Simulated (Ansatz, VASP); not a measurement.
# TaO2 (1T-TaO2 bilayer, AA): VASP beside Ansatz

Aim: how closely do two programs agree when they are given the same cell, functional and k mesh? The cell is taken from a series of runs on this material, whose earlier steps may have relaxed, scaled, displaced or heated it; both programs get it as it stands.

Calculated with Ansatz 0.2.0; plane waves, with VASP 6.6.1 beside it; single point at PBE with D3(BJ).

## 1. Set-up

The cell holds 6 atoms: 4 O and 2 Ta. Cell: a = 3.031 Å, b = 3.031 Å, c = 25.050 Å, α = 90.0°, β = 90.0°, γ = 120.0°. Vacuum lies along c.

Coordinates:

```xyz
6
Lattice="3.0312 0.0000 0.0000 -1.5156 2.6251 0.0000 0.0000 0.0000 25.0499" Properties=species:S:1:pos:R:3
O     1.5156    0.8750    9.0000
O     0.0000    1.7501   11.2455
O     1.5156    0.8750   13.8044
O     0.0000    1.7501   16.0499
Ta    0.0000    0.0000   10.1245
Ta    0.0000    0.0000   14.9254
```

## 2. VASP: single point, PBE with D3(BJ)

A single point gives forces, pressure and levels at one fixed geometry, so differences don't come from the geometry; what else differs is listed under the comparison.

Lines of VASP's logs that name or quote its potential files are left out, and so is its time.

File INCAR:

```
SYSTEM = TaO2
PREC = Accurate
ENCUT = 520
EDIFF = 1E-06
NELM = 120
ISMEAR = -1
SIGMA = 0.02585
LREAL = .FALSE.
ALGO = Normal
GGA = PE
IVDW = 12
NBANDS = 29
LASPH = .TRUE.
LORBIT = 11
LWAVE = .FALSE.
LCHARG = .FALSE.
ISIF = 2
LDIPOL = .TRUE.
IDIPOL = 3
DIPOL = 0.5 0.5 0.5
LVHAR = .TRUE.
GGA_COMPAT = .FALSE.
NELMDL = -8
KPAR = 2
```

File POSCAR:

```
TaO2
1.0
    3.0311957963      0.0000000000      0.0000000000
   -1.5155978981      2.6250925634      0.0000000000
    0.0000000000      0.0000000000     25.0499071208
O Ta
4 2
Direct
    0.6666666667      0.3333333333      0.3592827693
    0.3333333333      0.6666666667      0.4489229606
    0.6666666667      0.3333333333      0.5510770394
    0.3333333333      0.6666666667      0.6407172307
    0.0000000000      0.0000000000      0.4041745164
    0.0000000000      0.0000000000      0.5958254836
```

File KPOINTS:

```
Automatic mesh
0
Gamma
18 18 1
0 0 0
```

Potentials, in the order of the species: O and Ta_pv (PBE family, release 64).

The run is started by

```sh
$ mpirun -np 2 vasp_std
```

Numbers of over 12 decimals in the logs are rounded to 6 here.

What it wrote:

```text
[banner, memory and clock lines left out]
running    2 mpi-ranks, on    1 nodes
 distrk:  each k-point on    1 cores,    2 groups
 distr:  one band on    1 cores,    1 groups

 POSCAR found type information on POSCAR O Ta
 POSCAR found :  2 types and       6 ions
 LDA part: xc-table for (Slater+PW92), standard interpolation
 POSCAR, INCAR and KPOINTS ok, starting setup
 FFT: planning ... GRIDC
 FFT: planning ... GRID_SOFT
 FFT: planning ... GRID
 WAVECAR not read
 entering main loop
       N       E                     dE             d eps       ncg     rms          rms(c)
DAV:   1     0.429129926658E+03    0.42913E+03   -0.24342E+04  2450   0.137E+03
DAV:   2    -0.251790090505E+02   -0.45431E+03   -0.44453E+03  2793   0.361E+02
DAV:   3    -0.658731300271E+02   -0.40694E+02   -0.39969E+02  2494   0.109E+02
DAV:   4    -0.670341097067E+02   -0.11610E+01   -0.11484E+01  2884   0.188E+01
DAV:   5    -0.670534289111E+02   -0.19319E-01   -0.19276E-01  2680   0.232E+00
DAV:   6    -0.670541716216E+02   -0.74271E-03   -0.74214E-03  2863   0.391E-01
DAV:   7    -0.670541962407E+02   -0.24619E-04   -0.24605E-04  2762   0.698E-02
DAV:   8    -0.670541974651E+02   -0.12244E-05   -0.12239E-05  2746   0.140E-02    0.380E+01
DAV:   9    -0.577934793110E+02    0.92607E+01   -0.62041E+01  2370   0.483E+01    0.170E+01
DAV:  10    -0.573936582893E+02    0.39982E+00   -0.56090E+00  2426   0.146E+01    0.985E+00
DAV:  11    -0.572577100308E+02    0.13595E+00   -0.61144E-01  2741   0.612E+00    0.917E-01
DAV:  12    -0.572564629309E+02    0.12471E-02   -0.33580E-02  2578   0.125E+00    0.232E-01
DAV:  13    -0.572564174327E+02    0.45498E-04   -0.53087E-03  2706   0.555E-01    0.148E-01
DAV:  14    -0.572563536393E+02    0.63793E-04   -0.10220E-03  2708   0.239E-01    0.331E-02
[...]
DAV:  18    -0.572566325736E+02   -0.70655E-04   -0.21395E-05  2517   0.208E-02    0.292E-03
DAV:  19    -0.572566559741E+02   -0.23401E-04   -0.27741E-06  2079   0.860E-03    0.168E-03
DAV:  20    -0.572566877286E+02   -0.31755E-04   -0.19474E-06  2037   0.582E-03    0.132E-03
DAV:  21    -0.572567019789E+02   -0.14250E-04   -0.90455E-07  1739   0.462E-03    0.117E-03
DAV:  22    -0.572567089761E+02   -0.69972E-05   -0.43741E-07  1699   0.238E-03    0.919E-04
DAV:  23    -0.572567118496E+02   -0.28735E-05   -0.23617E-07  1623   0.255E-03    0.458E-04
DAV:  24    -0.572567141566E+02   -0.23070E-05   -0.12815E-07  1618   0.137E-03    0.304E-04
DAV:  25    -0.572567151016E+02   -0.94497E-06   -0.48287E-08  1623   0.646E-04
   1 F= -.58320291E+02 E0= -.58314932E+02  d E =-.107197E-01
```

From OUTCAR (step 2):

```text
ion  position               nearest neighbor table
   1  0.667  0.333  0.359-   5 2.08   5 2.08   5 2.08
   2  0.333  0.667  0.449-   5 2.08   5 2.08   5 2.08
   3  0.667  0.333  0.551-   6 2.08   6 2.08   6 2.08
   4  0.333  0.667  0.641-   6 2.08   6 2.08   6 2.08
   5  0.000  0.000  0.404-   2 2.08   2 2.08   2 2.08   1 2.08   1 2.08   1 2.08
   6  0.000  0.000  0.596-   3 2.08   3 2.08   3 2.08   4 2.08   4 2.08   4 2.08

  LATTYP: Found a hexagonal cell.
 ALAT       =     3.0311957963
 C/A-ratio  =     8.2640346596

 Subroutine GETGRP returns: Found 12 space group operations
 (whereof 12 operations were pure point group operations)

The static configuration has the point symmetry D_3d.

 Found     37 irreducible k-points:

   k-points           NKPTS =     37   k-points in BZ     NKDIM =     37   number of bands    NBANDS=     29

   dimension x,y,z NGX =    24 NGY =   24 NGZ =  192
   dimension x,y,z NGXF=    48 NGYF=   48 NGZF=  384

   ENCUT  =  520.0 eV  38.22 Ry    6.18 a.u.   5.64  5.64 46.58*2*pi/ulx,y,z

   NELECT =      46.0000    total number of electrons

 k-points in reciprocal lattice and weights: Automatic mesh
   0.00000000  0.00000000  0.00000000       0.003
   0.05555556  0.00000000  0.00000000       0.019
   0.11111111  0.00000000  0.00000000       0.019
   0.16666667  0.00000000  0.00000000       0.019
   0.22222222  0.00000000  0.00000000       0.019
   0.27777778  0.00000000  0.00000000       0.019
   0.33333333  0.00000000  0.00000000       0.019
   0.38888889  0.00000000  0.00000000       0.019
   0.44444444  0.00000000  0.00000000       0.019
[...]
0.33333333  0.27777778  0.00000000       0.037
   0.33333333  0.33333333  0.00000000       0.006

 dipolmoment           0.000000      0.000000      0.000000 electrons x Angstroem

 average (electrostatic) potential at core
       1 -78.4757       2 -78.4988       3 -78.4988       4 -78.4757       5 -46.2151
       6 -46.2151

 E-fermi :  -1.3447

 k-point     1 :       0.0000    0.0000    0.0000
  band No.  band energies     occupation
    ...
     18      -5.5273      2.00000
     19      -5.4197      2.00000
     20      -5.4197      2.00000
     21      -5.3820      2.00000
     22      -5.3820      2.00000
     23      -1.2087      0.01034
     24      -1.2087      0.01034
     25      -1.1896      0.00496
     26      -1.1896      0.00496
     27       0.2855      0.00000
    ...

 k-point     2 :       0.0556    0.0000    0.0000
  band No.  band energies     occupation
    ...
     18      -5.6175      2.00000
     19      -5.5698      2.00000
     20      -5.4846      2.00000
     21      -5.4490      2.00000
     22      -5.4433      2.00000
     23      -1.2269      0.02078
     24      -1.2038      0.00857
     25      -1.1165      0.00029
     26      -1.0979      0.00014
     27       0.2889      0.00000
    ...

 k-point     3 :       0.1111    0.0000    0.0000
  band No.  band energies     occupation
    ...
     18      -6.0636      2.00000
     19      -5.8311      2.00000
     20      -5.6507      2.00000
     21      -5.6018      2.00000
     22      -5.3530      2.00000
     23      -1.2961      0.26551
     24      -1.2586      0.06915
     25      -0.8648      0.00000
     26      -0.8482      0.00000
     27       0.3012      0.00000
    ...

 Edisp (eV)   -1.06358

  Total       0.34720     0.34720     0.25516     0.00000     0.00000     0.00000
  in kB       2.79080     2.79080     2.05101     0.00000     0.00000     0.00000
  external pressure =        2.54 kB  Pullay stress =        0.00 kB

  energy-cutoff  :      520.00
  volume of cell :      199.33
      direct lattice vectors                 reciprocal lattice vectors
     3.031195796  0.000000000  0.000000000     0.329902806  0.190469474  0.000000000
    -1.515597898  2.625092563  0.000000000     0.000000000  0.380938948  0.000000000
     0.000000000  0.000000000 25.049907121     0.000000000  0.000000000  0.039920308

 POSITION                                       TOTAL-FORCE (eV/Angst)
 -----------------------------------------------------------------------------------
      1.51560      0.87503      9.00000         0.000000      0.000000     -0.078158
     -0.00000      1.75006     11.24548        -0.000000     -0.000000      0.078817
      1.51560      0.87503     13.80443         0.000000      0.000000     -0.078817
     -0.00000      1.75006     16.04991        -0.000000     -0.000000      0.078158
      0.00000      0.00000     10.12453         0.000000      0.000000     -0.002808
      0.00000      0.00000     14.92537         0.000000     -0.000000      0.002808
 -----------------------------------------------------------------------------------
    total drift:                                0.000000     -0.000000      0.000000

  FREE ENERGIE OF THE ION-ELECTRON SYSTEM (eV)
  ---------------------------------------------------
  free  energy   TOTEN  =       -58.3202914078 eV

  energy  without entropy=      -58.3095716675  energy(sigma->0) =      -58.31493154

 vacuum level on the upper side and lower side of the slab         3.789         3.789

 total charge
# of ion       s       p       d       tot
------------------------------------------
    1        1.574   3.456   0.000   5.030
    2        1.575   3.459   0.000   5.034
    3        1.575   3.459   0.000   5.034
    4        1.574   3.456   0.000   5.030
    5        0.313   6.274   2.246   8.832
    6        0.313   6.274   2.246   8.832
--------------------------------------------------
tot          6.923  26.377   4.492  37.792

[... 3 further parts left out ...]
```

## 3. Ansatz: single point, PBE with D3(BJ)

Ansatz runs on its default PAW (the set named soft_2) files.

The same cell, functional, mesh and smearing now go to Ansatz, which takes its cutoff from its data sets.

File input.yaml:

```yaml
crystal:
  lattice:
    - [3.0311957963, 0.0, 0.0]
    - [-1.5155978981, 2.6250925634, 0.0]
    - [0.0, 0.0, 25.0499071208]
  atoms:
    - { symbol: O, position: [0.6666666667, 0.3333333333, 0.3592827693] }
    - { symbol: Ta, position: [0.0, 0.0, 0.4041745164] }
    - { symbol: O, position: [0.3333333333, 0.6666666667, 0.4489229606] }
    - { symbol: O, position: [0.6666666667, 0.3333333333, 0.5510770394] }
    - { symbol: Ta, position: [0.0, 0.0, 0.5958254836] }
    - { symbol: O, position: [0.3333333333, 0.6666666667, 0.6407172307] }
kpoints:
  mp_grid: { grid: [18, 18, 1] }
  band_path:
    path: [[0, 0, 0], [0.5, 0, 0], [0.33333333, 0.33333333, 0], [0, 0, 0]]
    npoints: 16
hamiltonian:
  xc: pbe
  dispersion: d3bj
scf:
  occupations: { method: fermi_dirac, width: 0.02585 }
  convergence: { dr2_threshold: 1.0e-10 }
efield:
  axis: 3
  dipole_correction: true
  ramp_position: 0.97
  ramp_width: 0.06
  amplitude: 0
output:
  dos: { projected: true, e_range: [-6, 5] }
  bader: true
  write_potential: true
  write_density: true
  volumetric_format: npy
  elf: true
```

The run is started by

```sh
$ ansatz run input.yaml --threads 4 --pin off --max-ram 6144MiB --backend cpu --events-out ev --progress --plain --runs-dir out
```

What it wrote:

```text
Engine: ansatz 0.2.0, x86_64-unknown-linux-gnu
Pseudopotentials: kind: paw
Pseudopotential: O, paw, valence charge 6, recommended cutoff 420 eV (normal), O.paw.azcp
Pseudopotential: Ta, paw, valence charge 13, recommended cutoff 420 eV (normal), Ta.paw.azcp
Functional definition: PBE
  parameter kappa = 0.804
  parameter beta = 0.066725
  exchange = pbe_x(kappa = kappa, mu = beta*pi^2/3)
  correlation = pbe_c(beta = beta)
Crystal: 6 atoms, lattice volume = 199.326 Å³
Basis set: ecut = 420 eV, 3839 PW (Γ)
Bands: 31, of which v1, the nominal top of the filled ones, is band 25 counted from 1 (24 counted from 0)
Symmetry: 6 space group operations
k-points: 37 of 324 (time reversal used)
Non-local potential: O, projectors of the file, l = 0: 2, l = 1: 2, l = 2: 1
Non-local potential: Ta, projectors of the file, l = 0: 3, l = 1: 2, l = 2: 2, l = 3: 1
PAW form: soft (Blöchl's): semilocal exchange-correlation on the pseudo side does not see the compensation charge
PAW one-centre angular grid: O, 110 points (default); XC on 64 Gauss nodes
PAW one-centre angular grid: Ta, 590 points (default); XC on 64 Gauss nodes
Initial density: superposition of atomic densities (neutral atoms: chi_scale 0, normalization atom), corrected by the library's trained network
Initial wavefunctions: pseudopotential atomic-orbital guess
Functional: x = pbe(κ = 0.804, μ = 0.219515), c = pbe(β = 0.066725)
SCF iter   1: F=—  HF=-22139.198448 eV  |F-HF|=—  |Δ(HF+E_count)|=         —  Δρ=4.58e-3  dr2=3.02e-2  ethr=1.77e-3  p=0.000 e·Å  D=2.02e-13 V/Å  ΔV_dip=-0.00 eV  dr2_dipole=9.01e-6  V_vac-E_F(+/−)=5.27/5.27 eV  ⟨swp⟩=8.9  Hψ=6240  notcnv=0  defer=3
efield: sawtooth ramp at fractional position 0.9700 (set: `efield.ramp_position`, or a place that a band, a saddle search or an elastic batch's reference lends), width 0.0600; the density the first Hamiltonian is built on has a dipole p = 0.000 e·Å; the dipole correction subtracts the counter field D = 2.02e-13 V/Å, which shifts the + side's vacuum level by -0.00 eV against the − side's; the planar-averaged density in the ramp window peaks in size at 3.1e-6 e/Å³
preconditioner: auto → LDOS  [metal: Δε(μ)=0.022 eV  Ē_g=11.025 eV  σ=0.026 eV  W_gap=0.21  n_scr=16 (ndim 8)  ℏωp=15.3 eV  f_vac=0.618  D(μ)=4.96/eV (n_scr^D=16)  β→1.0]
SCF iter   2: F=—  HF=-22139.196784 eV  |F-HF|=—  |Δ(HF+E_count)|=   1.66e-3  Δρ=2.15e-3  dr2=5.25e-3  ethr=6.03e-5  p=-0.000 e·Å  D=-3.61e-5 V/Å  ΔV_dip=0.00 eV  dr2_dipole=1.02e-5  V_vac-E_F(+/−)=5.15/5.15 eV  ⟨swp⟩=3.4  Hψ=2568  notcnv=0  defer=29
SCF iter   3: F=—  HF=-22139.195597 eV  |F-HF|=—  |Δ(HF+E_count)|=   1.19e-3  Δρ=5.00e-4  dr2=6.23e-4  ethr=1.05e-5  p=-0.000 e·Å  D=-1.35e-5 V/Å  ΔV_dip=0.00 eV  dr2_dipole=8.74e-7  V_vac-E_F(+/−)=5.12/5.12 eV  ⟨swp⟩=2.0  Hψ=1917  notcnv=0  defer=29
SCF iter   4: F=—  HF=-22139.195607 eV  |F-HF|=—  |Δ(HF+E_count)|=   9.84e-6  Δρ=1.34e-4  dr2=6.43e-5  ethr=1.25e-6  p=0.000 e·Å  D=2.29e-6 V/Å  ΔV_dip=-0.00 eV  dr2_dipole=1.01e-7  V_vac-E_F(+/−)=5.10/5.10 eV  ⟨swp⟩=2.1  Hψ=1724  notcnv=0  defer=29
SCF iter   5: F=—  HF=-22139.195610 eV  |F-HF|=—  |Δ(HF+E_count)|=   3.50e-6  Δρ=3.05e-5  dr2=2.78e-6  ethr=1.29e-7  p=0.000 e·Å  D=4.87e-8 V/Å  ΔV_dip=-0.00 eV  dr2_dipole=1.53e-9  V_vac-E_F(+/−)=5.10/5.10 eV  ⟨swp⟩=2.1  Hψ=1654  notcnv=0  defer=29
SCF iter   6: F=—  HF=-22139.195659 eV  |F-HF|=—  |Δ(HF+E_count)|=   4.83e-5  Δρ=1.25e-5  dr2=2.32e-7  ethr=5.55e-9  p=0.000 e·Å  D=7.63e-9 V/Å  ΔV_dip=-0.00 eV  dr2_dipole=2.01e-10  V_vac-E_F(+/−)=5.10/5.10 eV  ⟨swp⟩=2.8  Hψ=2361  notcnv=0  defer=29
SCF iter   7: F=—  HF=-22139.195659 eV  |F-HF|=—  |Δ(HF+E_count)|=   2.45e-7  Δρ=2.29e-6  dr2=8.69e-9  ethr=4.64e-10  p=-0.000 e·Å  D=-1.55e-7 V/Å  ΔV_dip=0.00 eV  dr2_dipole=1.37e-10  V_vac-E_F(+/−)=5.10/5.10 eV  ⟨swp⟩=2.3  Hψ=1898  notcnv=0  defer=29
SCF iter   8: F=—  HF=-22139.195659 eV  |F-HF|=—  |Δ(HF+E_count)|=   2.16e-8  Δρ=5.30e-7  dr2=4.70e-10  ethr=1.74e-11  p=-0.000 e·Å  D=-7.23e-9 V/Å  ΔV_dip=0.00 eV  dr2_dipole=3.89e-14  V_vac-E_F(+/−)=5.10/5.10 eV  ⟨swp⟩=3.0  Hψ=2417  notcnv=0  defer=29
SCF iter   9: F=-22139.195659 eV  HF=-22139.195659 eV  |F-HF|=3.64e-11  |Δ(HF+E_count)|=  5.20e-10  Δρ=1.05e-7  dr2=4.93e-11  ethr=1.00e-12  p=0.000 e·Å  D=3.57e-9 V/Å  ΔV_dip=-0.00 eV  dr2_dipole=2.09e-13  V_vac-E_F(+/−)=5.10/5.10 eV  ⟨swp⟩=10.2  Hψ=3923  notcnv=0
SCF 1 converged in 9 iterations: F = -22139.195659 eV  dr2 = 4.93e-11
  greatest PAW one-centre occupation: 0.999 electrons in one spin orbital (limit 2), on the Ta atom at site 4 (counted from 0), in its partial waves of l = 0
NSCF: frozen V_eff on 49 k-points
efield: sawtooth ramp at fractional position 0.9700 (kept from the solve that this one continues, or follows in the run), width 0.0600; the density the first Hamiltonian is built on has a dipole p = 0.000 e·Å; the dipole correction subtracts the counter field D = 3.57e-9 V/Å, which shifts the + side's vacuum level by -0.00 eV against the − side's; the planar-averaged density in the ramp window peaks in size at 5.5e-6 e/Å³
WARN: The output density's exchange-correlation potential varies sharply where the density is thin. Do not read a vacuum level from v_tot or v_xc, or from such a field of the output density. On a cell that repeats whose density bears no net charge and no dipole along the vacuum's axis use v_es (v_loc + v_h of the components); under efield.dipole_correction with no amplitude use v_es + v_field, which holds any externa [...]
SCF converged after 9 iterations
Free energy (F): -22139.195659 eV
Harris-Foulkes:  -22139.195659 eV  (|F-HF|=3.64e-11)
Internal energy: -22139.185050 eV  (E = F + TS)
E sigma→0 (E₀):  -22139.190355 eV
Entropy (-TS):   -0.010608 eV (-1.768 meV/atom)
Fermi energy:    1.529441 eV
Dipole field:    D = -0.000001 V/Å  (p = -0.000001 e·Å, saw-weighted, corrected)
Work function:   Φ+ = 5.0959 eV   Φ− = 5.0959 eV
Levels:          The Fermi level and band energies are counted from a zero that moves with the ramp; work functions are not
--- Per-component energies (eV) ---
  E_band       = -947.607751
  E_kinetic    = 1431.004349
  E_local      = -52863.314873  (includes V_loc(G=0)·N_el)
  E_nonlocal   = 219.703311
  E_hartree    = 25708.219140
  E_xc         = -731.214885
  E_vxc        = -783.476267  (∫ρ·V_xc dr)
  E_paw        = -17424.935922  (= ΣΔE_a)
  E_vpaw       = -367.972270  (= ΣTr[D̂ρ^β])
  E_aug_tail   = 0.010224  (compensation charges beyond the density's cutoff)
  E_efield     = 0.000000  (sawtooth field / dipole correction)
  E_vefield    = 0.000000  (∫n·V_field dr)
  E_ewald      = 21522.407326
  E_disp       = -1.063720  (pairwise vdW)
  E_smearing   = -0.010608  (= −TS)
  E_closure    = -0.000000  (closes the sum)
  Σ components = -22139.195659   (vs F -22139.195659, Δ=0.00e0)
--- Band table (eV; the first three rows and the last of 37) ---
  k-point 0: bands = [... 21 lower, -2.5631, -2.5254, -2.5254, 1.6759, 1.6759, 1.6950, 1.6950, 3.1578, ... 2 higher]
  k-point 1: bands = [... 21 lower, -2.6277, -2.5979, -2.5865, 1.6567, 1.6797, 1.7676, 1.7862, 3.1613, ... 2 higher]
  k-point 2: bands = [... 21 lower, -2.7931, -2.7442, -2.5045, 1.5850, 1.6224, 2.0182, 2.0349, 3.1738, ... 2 higher]
  k-point 36: bands = [... 21 lower, -3.8742, -3.3706, -3.1873, 2.4266, 2.5655, 2.9862, 2.9862, 3.0160, ... 2 higher]
--- Bader charges: 6 sites ---
  site symbol  charge [e]  shift [e]
     0      O     -1.2185     0.0014
     1     Ta      2.4377     0.0029
     2      O     -1.2192     0.0014
     3      O     -1.2192     0.0014
     4     Ta      2.4377     0.0029
     5      O     -1.2185     0.0014
  estimated error of the sums over rays = 6.1e-4 e
```

The column dr2 measures how far the density is from self-consistency, as an energy; F and HF (Harris–Foulkes) agree once it is small.

## 4. Side by side

Known differences besides the potentials themselves: the data sets hold 50 valence electrons in Ansatz (on its default PAW (the set named soft_2) files) and 46 in VASP; the cutoff is 420 eV in Ansatz and 520 eV in VASP. Total energies have different zeros and are not compared.

The two programs side by side:

```csv
quantity,Ansatz,VASP,difference
"work function, lower of the two faces (eV)",5.10,5.13,-0.04
"work function, higher of the two faces (eV)",5.10,5.13,-0.04
```

With vacuum in the cell, a pressure given here is an average over mostly empty space and none of the material.

## 5. Outcome

```
difference in work function, lower of the two faces (single point, PBE with D3(BJ)) : -0.038 eV
```

The difference in work function, lower of the two faces is -0.038 eV (single point, PBE with D3(BJ)). The data sets hold unlike numbers of valence electrons (50 in Ansatz and 46 in VASP), so part of the differences comes from the potentials. How closely two codes agree says nothing of how well the functional describes the real material.

[Lines on the potential files, build, host, timing and source positions are cut from VASP's logs without a mark.]

[Logs are printed without paths, hosts, clocks, repeated set-up lines and the standing remarks that a program may print on its own settings, such as how far it seeks lower states.]

[Hosts, paths, dates, database ids (printed as entryN), source tags and the programs' standing remarks are cut or masked in the printed files.]
